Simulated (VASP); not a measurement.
Energy against volume of ZrB2 (AlB2 type). Level of theory: vdW-DF-cx, VASP's PBE PAW potentials (set 64) (plane waves; VASP). Run with 520 eV cut-off, 11×11×9 Γ-centred mesh, first-order Methfessel-Paxton smearing of 0.10 eV, potentials Zr_sv B.

Shape and ions are relaxed at each volume.

```csv
V (Å³/atom),E (eV/atom)
9.583,-7.20898
9.889,-7.23272
10.194,-7.24018
10.500,-7.23360
```

### Question
Fit these four points and predict the energy of the run at 10.806 Å³/atom.

### Answer
A cubic in V^(−2/3), the third-order Birch-Murnaghan form, passes through the four points with V0 = 10.20 Å³/atom and B0 = 245 GPa, and gives -7.2148 eV/atom there. The run gave -7.2149 eV/atom, -0.1 meV/atom from the fit; all five points give B0 = 244 GPa.

The compound is ZrB2 in the AlB2 type structure. It was relaxed first.
